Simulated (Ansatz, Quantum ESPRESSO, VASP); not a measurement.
One structure in several programs: AgNO3 (R3m, 5 atoms in the cell)

Self-consistent single point.

```
CELL_PARAMETERS angstrom
      2.52771     1.45938     2.80851
     -2.52771     1.45938     2.80851
      0.00000    -2.91875     2.80851
ATOMIC_POSITIONS crystal
  Ag 0.99804 0.99804 0.99804
  N  0.57411 0.57411 0.57411
  O  0.43488 0.43488 0.85948
  O  0.85948 0.43488 0.43488
  O  0.43488 0.85948 0.43488
```

Shared settings, as Ansatz (a first-principles code) writes them: kpoints.mp_grid.grid = 6 6 6; magnetization.spin_orbit = true; scf.occupations.method = fermi_dirac; scf.occupations.width = 0.0007 Ry. Potentials and cutoffs stand in the table.

| code | model | pressure (GPa) | largest force (eV/Å) | gap on the mesh (eV) | cutoff |
|---|---|---|---|---|---|
| Quantum ESPRESSO | PBEsol, spin-orbit coupling, PseudoDojo fully relativistic norm-conserving (PBESOL) pseudopotentials | 3.51 | 1.441 | 1.570 | 85 Ry |
| VASP | PBEsol, spin-orbit coupling, VASP's PBE PAW potentials (set 64) | -1.12 | 2.012 | 1.569 | 400 eV |
| Ansatz | PBEsol with spin-orbit coupling, PAW files made with PBE | 2.65 | 1.313 | 1.592 | default |

Size of the force on each atom (eV/Å): Sizes of forces hide their directions.

```json
[
 {"code": "Quantum ESPRESSO", "Ag1": "0.004", "N2": "0.046", "O3": "1.441", "O4": "1.441", "O5": "1.441"},
 {"code": "VASP", "Ag1": "0.012", "N2": "0.065", "O3": "2.012", "O4": "2.012", "O5": "2.012"},
 {"code": "Ansatz", "Ag1": "0.008", "N2": "0.041", "O3": "1.313", "O4": "1.313", "O5": "1.313"}
]
```

Gaps are read on the mesh.

The spread over the programs that give each value: pressure within 4.63 GPa; largest force within 0.699 eV/Å; gap on the mesh within 0.023 eV.

Ansatz's pressure is given at a fixed set of plane waves, as the other plane-wave codes print theirs; with its correction for the finite basis it is 3.19 GPa (the shift of 0.54 GPa shows how far the cutoff is from converged). In the pressure, VASP (by 3.78) lies more than 1 GPa from the median of the plane-wave programs.

VASP's run is marked for a possible Pulay error in its stress at this cutoff; no cutoff test was made.

The starting cell comes from a database of computed structures (which also holds hypothetical and non-ambient phases and stackings), without a prior relaxation at this level. Its lattice was rescaled by a random factor within 2.5 % of one.

Left out of this page: SIESTA (not drawn, or without a comparable value).

Keys are those of Ansatz 0.2.
